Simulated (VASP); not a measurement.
Rb2SbF6, 9 atoms in the cell. The typed cell holds 9 atoms: a = 6.077 Å, b = 6.025 Å, c = 4.930 Å, α = 88.50°, β = 91.76°, γ = 118.62°. The cell was built by a generator and needn't be a form met in nature.

| Property | Result |
| --- | --- |
| Program | VASP 6.6.1 |
| Task | single point |
| Functional | r2SCAN |
| Potentials or basis | VASP PAW PBE potentials, release 64 (Rb_sv, F, Sb) |
| Cutoff | 520 eV |
| k mesh | 4 × 4 × 4 |
| Occupations | gaussian, width 0.0845 eV |
| Spin | no spin polarisation |
| Dipole correction | no |
| Further INCAR settings | ALGO = Normal; EDIFF = 1e-07; NBANDS = 42 |

Potentials or basis: VASP PAW PBE potentials, release 64 (Rb_sv, F, Sb).

The run is started by

```sh
$ cat potpaw_PBE.64/Rb_sv/POTCAR potpaw_PBE.64/F/POTCAR potpaw_PBE.64/Sb/POTCAR > POTCAR
$ cp INCAR.step1 INCAR
$ mpirun -np 1 vasp_std > vasp.out
$ cp INCAR.step2 INCAR
$ mpirun -np 1 vasp_std > vasp.out
```

Hardware: 1 thread of Intel(R) Xeon(R) 6975P-C (Granite Rapids) (shared host).

Problem. Estimate the wall time of this run.

Solution. It took 6.7 min on 1 thread of Intel(R) Xeon(R) 6975P-C (Granite Rapids), on a shared host, peak memory 0.44 GiB. Counts: scf iterations 12, k points 36.
